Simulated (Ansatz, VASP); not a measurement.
KRb in VASP and in Ansatz

```
K Rb
1.0
     4.81503    0.00000    0.00000
     0.00000    4.81503    0.00000
     0.00000    0.00000    6.80718
K Rb
1 1
Direct
  0.00000 0.00000 0.00000
  0.50000 0.50000 0.50000
```

Alike in both runs: functional PBEsol; k mesh 10 × 10 × 6; occupations gaussian, width 0.1 eV; no spin polarisation.

Ansatz relaxed the structure, and its values are those at the end. VASP's run is a single point on that final structure, the one shown.

```csv
,VASP,Ansatz
version,VASP 6.6.1,Ansatz 0.2.0
potentials or method,"VASP PAW PBE potentials, release 64 (K_sv, Rb_sv)","scalar-relativistic, plane waves, PAW"
plane-wave cutoff (eV),520,420
valence electrons in the cell,18,18
```

```tsv
	VASP	Ansatz	Ansatz less VASP
gap on the k mesh at the Fermi level (eV)	none	none	-
pressure (GPa)	0.0	0.0	+0.01
```

A gap of «none» marks a metal or a gap that the smearing closes.

Caveats: the PAW data sets were made with another functional, which shifts forces and pressure a little (VASP).
